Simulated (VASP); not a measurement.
The input files of a VASP run:

### KPOINTS
```
Automatic mesh
0
Gamma
8 8 6
0 0 0
```

File POSCAR:
```
LaSi
1
    5.2926105557    -0.0000000000     0.0000000000
   -2.6463052779     4.5835352346     0.0000000000
    0.0000000000     0.0000000000     5.8596595111
La Si
2 2
Direct
  0.3333330000   0.6666670000   0.9374953512
  0.6666670000   0.3333330000   0.4374953512
  0.3333330000   0.6666670000   0.4375046488
  0.6666670000   0.3333330000   0.9375046488
```

**INCAR**
```
SYSTEM = LaSi
PREC = Accurate; ENCUT = 400; LREAL = F
LASPH = T
EDIFF = 1E-7; NELM = 100; ALGO = Normal
LMAXMIX = 6
ISMEAR = -5
GGA = PS
ISIF = 2
LWAVE = F; LCHARG = T; LORBIT = 11
NEDOS = 601
LEFG = T
```

POTCAR, in this order: La Si (PBE.64 set). Program: vasp_std.

Question: Translate this PBEsol calculation to Ansatz.

Answer: One equivalent input (not run):
Ansatz 0.2 input:
```yaml
crystal:
  lattice:
    - [5.2926106, 0.0000000, 0.0000000]
    - [-2.6463053, 4.5835352, 0.0000000]
    - [0.0000000, 0.0000000, 5.8596595]
  atoms:
    - { symbol: La, position: [0.3333330, 0.6666670, 0.9374954] }
    - { symbol: La, position: [0.6666670, 0.3333330, 0.4374954] }
    - { symbol: Si, position: [0.3333330, 0.6666670, 0.4375046] }
    - { symbol: Si, position: [0.6666670, 0.3333330, 0.9375046] }
kpoints:
  mp_grid: { grid: [8, 8, 6] }
hamiltonian:
  xc: pbesol
  pseudopotentials: { kind: paw }
scf:
  occupations: { method: tetrahedron }
  max_iter: 100
output: { forces: true, stress: true, eigenvalues: true }
```
The two are equivalent in intent, not identical: each code has its own PAW files, so the cut-off isn't converted (ENCUT is set for VASP's; basis.ecutwfc is left out, and Ansatz then takes the one that its files recommend); Ansatz stops its SCF on the density residual and VASP on the energy change (EDIFF); the field gradients of LEFG aren't asked of the other code.

The structure was generated: LaSi was put into the wurtzite type (P6_3mc), which need not be its known phase. It was relaxed first, which changed the volume by -28 %. The relaxed cell has space group P6_3/mmc.
